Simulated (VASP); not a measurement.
# CdSb2O4 (Pbam) in VASP: band structure with PBE

Aim: the band structure of CdSb2O4 with PBE.

All numbers are computed with VASP 6.6.1; they aren't measurements. Logs are shortened: lines on timing, memory, paths and dates and some standing lists are left out, and cuts for length are marked.

## 1. The structure

It takes space group Pbam (No. 55, orthorhombic). The conventional cell has a = 7.103 Å, b = 10.064 Å, c = 3.399 Å, α = 90.00°, β = 90.00°, γ = 90.00°. Cd (site symmetry 2/m) is surrounded by 6 O at 2.32 to 2.37 Å. Sb (site symmetry m) has 4 O at 2.08 to 2.18 Å as nearest neighbours. O (site symmetry m) has 2 Sb at 2.08 Å and 1 Cd at 2.37 Å as nearest neighbours. Around O (site symmetry m) lie 2 Sb at 2.15 to 2.18 Å and 2 Cd at 2.32 Å.

The cell was built by a generator and needn't be a form met in nature.

## 2. Band structure, PBE

Contents of POSCAR:

```
CdSb2O4
1.0
    7.1034700000      0.0000000000      0.0000000000
    0.0000000000     10.0643600000      0.0000000000
    0.0000000000      0.0000000000      3.3986600000
Cd Sb O
2 4 8
Direct
    0.0000000000      0.0000000000      0.0000000000
    0.5000000000      0.5000000000      0.0000000000
    0.6070790000      0.2047350000      0.5000000000
    0.3929210000      0.7952650000      0.5000000000
    0.1070790000      0.2952650000      0.5000000000
    0.8929210000      0.7047350000      0.5000000000
    0.1929440000      0.1923120000      0.0000000000
    0.8070560000      0.8076880000      0.0000000000
    0.1046730000      0.8610980000      0.5000000000
    0.8953270000      0.1389020000      0.5000000000
    0.6929440000      0.3076880000      0.0000000000
    0.3070560000      0.6923120000      0.0000000000
    0.3953270000      0.3610980000      0.5000000000
    0.6046730000      0.6389020000      0.5000000000
```

Contents of INCAR.step1:

```
ALGO = Normal ; EDIFF = 1E-6
ENCUT = 520 ; GGA = PE
ISIF = 2 ; ISMEAR = 0
KPAR = 4 ; LASPH = T
LCHARG = T ; LREAL = F
LWAVE = F ; NELM = 60
PREC = Accurate ; SIGMA = 0.03
```

Contents of KPOINTS.step1:

```
k-points
0
Gamma
  4 4 8
```

Contents of INCAR.step2:

```
ALGO = Normal ; EDIFF = 1E-6
ENCUT = 520 ; GGA = PE
ICHARG = 11 ; ISIF = 2
ISMEAR = 0 ; KPAR = 4
LASPH = T ; LCHARG = F
LREAL = F ; LWAVE = F
NELM = 60 ; PREC = Accurate
SIGMA = 0.05
```

Contents of KPOINTS.step2:

```
path GXSYGZURTZ,YT,UX,SR
15
line-mode
reciprocal
 0.0000000000  0.0000000000  0.0000000000  G
 0.0000000000  0.0000000000  0.5000000000  X

 0.0000000000  0.0000000000  0.5000000000  X
 0.5000000000  0.0000000000  0.5000000000  S

 0.5000000000  0.0000000000  0.5000000000  S
 0.5000000000  0.0000000000  0.0000000000  Y

 0.5000000000  0.0000000000  0.0000000000  Y
 0.0000000000  0.0000000000  0.0000000000  G

 0.0000000000  0.0000000000  0.0000000000  G
 0.0000000000  0.5000000000  0.0000000000  Z

 0.0000000000  0.5000000000  0.0000000000  Z
 0.0000000000  0.5000000000  0.5000000000  U

 0.0000000000  0.5000000000  0.5000000000  U
 0.5000000000  0.5000000000  0.5000000000  R

 0.5000000000  0.5000000000  0.5000000000  R
 0.5000000000  0.5000000000  0.0000000000  T

 0.5000000000  0.5000000000  0.0000000000  T
 0.0000000000  0.5000000000  0.0000000000  Z

 0.5000000000  0.0000000000  0.0000000000  Y
 0.5000000000  0.5000000000  0.0000000000  T

 0.0000000000  0.5000000000  0.5000000000  U
 0.0000000000  0.0000000000  0.5000000000  X

 0.5000000000  0.0000000000  0.5000000000  S
 0.5000000000  0.5000000000  0.5000000000  R
```

Potentials or basis: VASP PAW PBE potentials, release 64 (Cd, Sb, O).

Run with:

```sh
$ cat potpaw_PBE.64/Cd/POTCAR potpaw_PBE.64/Sb/POTCAR potpaw_PBE.64/O/POTCAR > POTCAR
$ cp INCAR.step1 INCAR
$ cp KPOINTS.step1 KPOINTS
$ mpirun -np 4 vasp_std > vasp.out
$ cp INCAR.step2 INCAR
$ cp KPOINTS.step2 KPOINTS
$ mpirun -np 4 vasp_std > vasp.out
```

OUTCAR:

```text
EDIFF = 1E-6
   ENCUT = 520
   GGA = PE
   ICHARG = 11
   ISIF = 2
   ISMEAR = 0
   LASPH = T
   LREAL = F
   NELM = 60
   PREC = Accurate

 ion  position               nearest neighbor table
   1  0.000  0.000  0.000-   9 2.32  10 2.32   9 2.32  10 2.32   7 2.37   8 2.37   5 3.51   6 3.51
                             5 3.51   6 3.51
   2  0.500  0.500  0.000-  13 2.32  14 2.32  13 2.32  14 2.32  11 2.37  12 2.37   3 3.51   4 3.51
                             3 3.51   4 3.51
   3  0.607  0.205  0.500-  11 2.08  11 2.08  10 2.15  13 2.18   2 3.51   2 3.51   5 3.67   5 3.67
[... 7 lines left out ...]
   7  0.193  0.192  0.000-   5 2.08   5 2.08   1 2.37
   8  0.807  0.808  0.000-   6 2.08   6 2.08   1 2.37
   9  0.105  0.861  0.500-   4 2.15   6 2.18   1 2.32   1 2.32
  10  0.895  0.139  0.500-   3 2.15   5 2.18   1 2.32   1 2.32
  11  0.693  0.308  0.000-   3 2.08   3 2.08   2 2.37
  12  0.307  0.692  0.000-   4 2.08   4 2.08   2 2.37
  13  0.395  0.361  0.500-   5 2.15   3 2.18   2 2.32   2 2.32
  14  0.605  0.639  0.500-   6 2.15   4 2.18   2 2.32   2 2.32

  LATTYP: Found a simple orthorhombic cell.
 ALAT       =     3.3986600000
 B/A-ratio  =     2.0900796196
 C/A-ratio  =     2.9612729723

  Lattice vectors:

 A1 = (   0.0000000000,   0.0000000000,   3.3986600000)
 A2 = (   7.1034700000,   0.0000000000,   0.0000000000)
 A3 = (   0.0000000000,  10.0643600000,   0.0000000000)

Analysis of symmetry for initial positions (statically):
=====================================================================
 Subroutine PRICEL returns:
 Original cell was already a primitive cell.

 Routine SETGRP: Setting up the symmetry group for a
 simple orthorhombic supercell.

 Subroutine GETGRP returns: Found  8 space group operations
 (whereof  4 operations were pure point group operations)
 out of a pool of  8 trial point group operations.

The static configuration has the point symmetry C_2h.
 The point group associated with its full space group is D_2h.

Analysis of symmetry for dynamics (positions and initial velocities):
=====================================================================
 Subroutine PRICEL returns:
 Original cell was already a primitive cell.

 Routine SETGRP: Setting up the symmetry group for a
 simple orthorhombic supercell.

 Subroutine GETGRP returns: Found  8 space group operations
 (whereof  4 operations were pure point group operations)
 out of a pool of  8 trial point group operations.

The dynamic configuration has the point symmetry C_2h.
 The point group associated with its full space group is D_2h.

 Subroutine INISYM returns: Found  8 space group operations
 (whereof  4 operations are pure point group operations),
 and found     1 'primitive' translations

----------------------------------------------------------------------------------------

                                     Primitive cell

  volume of cell :     242.9766

  direct lattice vectors                    reciprocal lattice vectors
     7.103470000  0.000000000  0.000000000     0.140776268  0.000000000  0.000000000
     0.000000000 10.064360000  0.000000000     0.000000000  0.099360516  0.000000000
     0.000000000  0.000000000  3.398660000     0.000000000  0.000000000  0.294233610

  length of vectors
     7.103470000 10.064360000  3.398660000     0.140776268  0.099360516  0.294233610

  position of ions in fractional coordinates (direct lattice)
     0.000000000  0.000000000  0.000000000
     0.500000000  0.500000000  0.000000000
     0.607079000  0.204735000  0.500000000
     0.392921000  0.795265000  0.500000000
     0.107079000  0.295265000  0.500000000
     0.892921000  0.704735000  0.500000000
     0.192944000  0.192312000  0.000000000
     0.807056000  0.807688000  0.000000000
     0.104673000  0.861098000  0.500000000
     0.895327000  0.138902000  0.500000000
[... 27 lines left out ...]

 Line segments in fractional coordinates (reciprocal lattice):
    0.000000  0.000000  0.000000  ...  0.000000  0.000000  0.500000
    0.000000  0.000000  0.500000  ...  0.500000  0.000000  0.500000
    0.500000  0.000000  0.500000  ...  0.500000  0.000000  0.000000
    0.500000  0.000000  0.000000  ...  0.000000  0.000000  0.000000
    0.000000  0.000000  0.000000  ...  0.000000  0.500000  0.000000
    0.000000  0.500000  0.000000  ...  0.000000  0.500000  0.500000
    0.000000  0.500000  0.500000  ...  0.500000  0.500000  0.500000
    0.500000  0.500000  0.500000  ...  0.500000  0.500000  0.000000
    0.500000  0.500000  0.000000  ...  0.000000  0.500000  0.000000
    0.500000  0.000000  0.000000  ...  0.500000  0.500000  0.000000
    0.000000  0.500000  0.500000  ...  0.000000  0.000000  0.500000
    0.500000  0.000000  0.500000  ...  0.500000  0.500000  0.500000

 Generated    15 points on each line segment, for a total of    180 k-points:

 Following reciprocal coordinates:
            Coordinates               Weight
  0.000000  0.000000  0.000000      0.005556
  0.000000  0.000000  0.035714      0.005556
  0.000000  0.000000  0.071429      0.005556
  0.000000  0.000000  0.107143      0.005556
  0.000000  0.000000  0.142857      0.005556
  0.000000  0.000000  0.178571      0.005556
[... 16 lines left out ...]
  0.250000  0.000000  0.500000      0.005556
  0.285714  0.000000  0.500000      0.005556
 [... further k-points ...]
   k-points           NKPTS =    180   k-points in BZ     NKDIM =    180   number of bands    NBANDS=     55
   number of dos      NEDOS =    301   number of ions     NIONS =     14
   total plane-waves  NPLWV = 120960
   dimension x,y,z NGX =    54 NGY =   80 NGZ =   28
   dimension x,y,z NGXF=   108 NGYF=  160 NGZF=   56
   ions per type =               2   4   8
   NGX,Y,Z   is equivalent  to a cutoff of  12.64, 13.21, 13.70 a.u.
   NGXF,Y,Z  is equivalent  to a cutoff of  25.28, 26.43, 27.39 a.u.
 SYSTEM =  unknown system
   PREC   = accura    normal or accurate (medium, high low for compatibility)
   ISTART =      0    job   : 0-new  1-cont  2-samecut
   ICHARG =     11    charge: 1-file 2-atom 10-const
   ISPIN  =      1    spin polarized calculation?
   LNONCOLLINEAR =      F non collinear calculations
   LSORBIT =      F    spin-orbit coupling
   LASPH  =      T    aspherical Exc in radial PAW
   ENCUT  =  520.0 eV  38.22 Ry    6.18 a.u.  13.21 18.71  6.32*2*pi/ulx,y,z
   NELM   =     60;   NELMIN=  2; NELMDL=  0     # of ELM steps
   EDIFF  = 0.1E-05   stopping-criterion for ELM
   LREAL  =      F    real-space projection
   EDIFFG = 0.1E-04   stopping-criterion for IOM
   NSW    =      0    number of steps for IOM
   IBRION =     -1    ionic relax: 0-MD 1-quasi-New 2-CG
   NFREE  =      0    steps in history (QN), initial steepest desc. (CG)
   ISIF   =      2    stress and relaxation
   ISYM   =      2    0-nonsym 1-usesym 2-fastsym
   POTIM  = 0.5000    time-step for ionic-motion
   TEBEG  =    0.0;   TEEND  =   0.0 temperature during run
   PSTRESS=    0.0 pullay stress
   NELECT =      92.0000    total number of electrons
   NUPDOWN=      -1.0000    fix difference up-down
   EMIN   =  10.00;   EMAX   =-10.00  energy-range for DOS
   EFERMI =   0.00;   METHOD = LEGACY
   ISMEAR =     0;   SIGMA  =   0.05  broadening in eV -4-tet -1-fermi 0-gaus
   EFERMI_NEDOS =   21; number of points for ismear=-14 and -15
   IALGO  =     38    algorithm
   IMIX   =      4    mixing-type and parameters
     AMIX     =   0.40;   BMIX     =  1.00
     AMIX_MAG =   1.60;   BMIX_MAG =  1.00
  volume/ion in A,a.u.               =      17.36       117.12
  Fermi-wavevector in a.u.,A,eV,Ry     =   1.184357  2.238110 19.084912  1.402701
  Thomas-Fermi vector in A             =   2.320573
   LORBIT       =      0    0 simple, 1 ext, 2 COOP (PROOUT), +10 PAW based schemes
   GGA     = PE    functional components
   LHFCALC =     F    Hartree Fock is set to
   AEXX    =    0.0000 exact exchange contribution
   IVDW    =     0    specifies the selected vdW correction
   LEPSILON=     F    determine dielectric tensor
   LRPA    =     F    only Hartree local field effects (RPA)
 non-spin polarized calculation
 Gauss-broadening in eV      SIGMA  =   0.05
  energy-cutoff  :      520.00
  volume of cell :      242.98
 maximum number of plane-waves:      6610
 NGX is ok and might be reduce to    54

 number of electron      91.9999993 magnetization

 Free energy of the ion-electron system (eV)
  ---------------------------------------------------
  ext. energy  EPLUGINS =         0.00000000
  ---------------------------------------------------
  free energy    TOTEN  =       -74.39756066 eV

  energy without entropy =      -74.39756066  energy(sigma->0) =      -74.39756066

 E-fermi :   3.5141     XC(G=0):  -9.5470

 val. band max:        3.2833829359   @ k =   0.0000   0.0000   0.1429
 cond. band min:       5.5281722750   @ k =   0.4286   0.0000   0.0000
 fundamental gap:      2.2447893391
 Fermi energy:         3.5140938413

 k-point     1 :       0.0000    0.0000    0.0000
  band No.  band energies     occupation
      1     -15.4385      2.00000
      2     -15.3357      2.00000
      3     -14.7145      2.00000
      4     -14.6789      2.00000
      5     -14.0904      2.00000
      6     -13.8973      2.00000
[... 1381 lines left out ...]
     54       8.9806      0.00000
     55       9.0432      0.00000

 [... further k-points ...]

------------------------ aborting loop because EDIFF is reached ----------------------------------------

  FORCE on cell =-STRESS in cart. coord.  units (eV):
  Direction    XX          YY          ZZ          XY          YZ          ZX
  --------------------------------------------------------------------------------------
  -------------------------------------------------------------------------------------
  Total       -0.5300289     -0.0267836      2.4840074      0.0000000      0.0000000      0.0000000
  in kB       -3.4949879     -0.1766099     16.3794391      0.0000000      0.0000000      0.0000000
  external PRESSURE =       4.2359471 kB  Pullay stress =       0.0000000 kB

 VOLUME and BASIS-vectors are now :
 -----------------------------------------------------------------------------
  energy-cutoff  :      520.00
  volume of cell :      242.98
      direct lattice vectors                 reciprocal lattice vectors
     7.103470000  0.000000000  0.000000000     0.140776268  0.000000000  0.000000000
     0.000000000 10.064360000  0.000000000     0.000000000  0.099360516  0.000000000
     0.000000000  0.000000000  3.398660000     0.000000000  0.000000000  0.294233610

 POSITION                                       TOTAL-FORCE (eV/Angst)
 -----------------------------------------------------------------------------------
      0.00000      0.00000      0.00000         0.000000      0.000000      0.000000
      3.55173      5.03218      0.00000         0.000000      0.000000      0.000000
      4.31237      2.06053      1.69933        -0.015135      0.008872     -0.000000
      2.79110      8.00383      1.69933         0.015135     -0.008872      0.000000
      0.76063      2.97165      1.69933        -0.015135     -0.008872      0.000000
      6.34284      7.09271      1.69933         0.015135      0.008872      0.000000
      1.37057      1.93550      0.00000        -0.029497      0.055015      0.000000
      5.73290      8.12886      0.00000         0.029497     -0.055015     -0.000000
      0.74354      8.66640      1.69933        -0.042002     -0.067991      0.000000
      6.35993      1.39796      1.69933         0.042002      0.067991     -0.000000
      4.92231      3.09668      0.00000        -0.029497     -0.055015      0.000000
      2.18116      6.96768      0.00000         0.029497      0.055015      0.000000
      2.80819      3.63422      1.69933         0.042002     -0.067991     -0.000000
      4.29528      6.43014      1.69933        -0.042002      0.067991      0.000000
 -----------------------------------------------------------------------------------
    total drift:                                0.000000      0.000000     -0.000000

  FREE ENERGIE OF THE ION-ELECTRON SYSTEM (eV)
  ---------------------------------------------------
  free  energy   TOTEN  =       -74.3975606602 eV

  energy  without entropy=      -74.3975606602  energy(sigma->0) =      -74.39756066
```

Run time: 8.7 min. Hardware: 4 MPI ranks of Intel Xeon Platinum 8559C (Emerald Rapids), shared host; peak memory 1.7 GiB.

What came out:

```yaml
Band_gap_on_the_k_mesh: 2.25 eV, indirect (least direct gap 2.43 eV)
Band_gap_along_the_path: 2.24 eV, indirect (least direct gap 2.43 eV)
```

Levels at the corners of the path, in eV from the valence-band top:
| point | band 44 | band 45 | band 46 | band 47 | band 48 | band 49 |
| --- | --- | --- | --- | --- | --- | --- |
| Γ | -0.58 | -0.52 | -0.01 | 2.48 | 2.59 | 3.40 |
| X | -0.30 | -0.27 | -0.12 | 2.50 | 3.29 | 3.32 |
| X | -0.30 | -0.27 | -0.12 | 2.50 | 3.29 | 3.32 |
| S | -0.76 | -0.23 | -0.23 | 2.67 | 2.67 | 3.43 |
| S | -0.76 | -0.23 | -0.23 | 2.67 | 2.67 | 3.43 |
| Y | -0.60 | -0.34 | -0.34 | 2.25 | 2.25 | 3.02 |
| Y | -0.60 | -0.34 | -0.34 | 2.25 | 2.25 | 3.02 |
| Γ | -0.58 | -0.52 | -0.01 | 2.48 | 2.59 | 3.40 |
| Γ | -0.58 | -0.52 | -0.01 | 2.48 | 2.59 | 3.40 |
| Z | -0.58 | -0.29 | -0.29 | 2.81 | 2.81 | 3.16 |
| Z | -0.58 | -0.29 | -0.29 | 2.81 | 2.81 | 3.16 |
| U | -0.56 | -0.23 | -0.23 | 2.69 | 2.69 | 3.58 |
| U | -0.56 | -0.23 | -0.23 | 2.69 | 2.69 | 3.58 |
| R | -0.60 | -0.47 | -0.47 | 2.61 | 2.61 | 3.49 |
| R | -0.60 | -0.47 | -0.47 | 2.61 | 2.61 | 3.49 |
| T | -0.60 | -0.42 | -0.42 | 2.66 | 2.66 | 2.71 |
| T | -0.60 | -0.42 | -0.42 | 2.66 | 2.66 | 2.71 |
| Z | -0.58 | -0.29 | -0.29 | 2.81 | 2.81 | 3.16 |
| Y | -0.60 | -0.34 | -0.34 | 2.25 | 2.25 | 3.02 |
| T | -0.60 | -0.42 | -0.42 | 2.66 | 2.66 | 2.71 |
| U | -0.56 | -0.23 | -0.23 | 2.69 | 2.69 | 3.58 |
| X | -0.30 | -0.27 | -0.12 | 2.50 | 3.29 | 3.32 |
| S | -0.76 | -0.23 | -0.23 | 2.67 | 2.67 | 3.43 |
| R | -0.60 | -0.47 | -0.47 | 2.61 | 2.61 | 3.49 |

Caveat: the log is that of the step along the path at fixed density, whose energy, stress, charges and moments have no meaning; spin-orbit coupling is left out, which moves the levels of the heavy elements.
